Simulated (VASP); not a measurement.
Given:

```
Hf2Ni
1.0
   -3.17787     3.17787     2.61804
    3.17787    -3.17787     2.61804
    3.17787     3.17787    -2.61804
Hf Ni
4 2
Cartesian
  1.05257   2.12530   2.61804
  2.12530   1.05257   0.00000
  1.05257   4.23044   0.00000
  2.12530  -1.05257   2.61804
  0.00000   0.00000   3.92706
  0.00000   0.00000   1.30902
```

Level of theory: PBEsol GGA, VASP's PBE PAW potentials (set 64) (plane waves; VASP). Settings: 300 eV cut-off, 6×6×6 Γ-centred mesh, Fermi-Dirac smearing of 0.10 eV, potentials Hf_pv Ni.

At this cut-off the stress carries a Pulay error, which pulls relaxed volumes low. Energy and stress use the plane-wave basis of the starting cell.

Task: The ions, cell shape and volume are relaxed. Give the cell that the relaxation ends in.

Result: 
```
Hf2Ni
1.0
   -3.16818     3.16818     2.56715
    3.16818    -3.16818     2.56715
    3.16818     3.16818    -2.56715
Hf Ni
4 2
Direct
  0.83658   0.66342   0.50000
  0.16342   0.33658   0.50000
  0.66342   0.16342   0.82683
  0.33658   0.83658   0.17317
  0.75000   0.75000   0.00000
  0.25000   0.25000   0.00000
```
Space group I4/mcm (140), at a tolerance of 0.03 Å.

Task: How do energy and volume change from the first to the last step?

Result: The energy (σ→0) changes by -5.8 meV/atom and the volume by -2.5 %, in 8 ionic steps.

The structure comes from a computed database's Hf2Ni entry (I4/mcm); how it stands against other phases isn't given here. This run relaxes it. Symmetry was kept, so distortions that lower it aren't found. The run is one of a series of settings (EDIFFG = -0.01, IBRION = 2, ISIF = 3, NSW = 50 against the base run), some of them coarse on purpose. The run is not spin-polarised, so no magnetic state was tried.
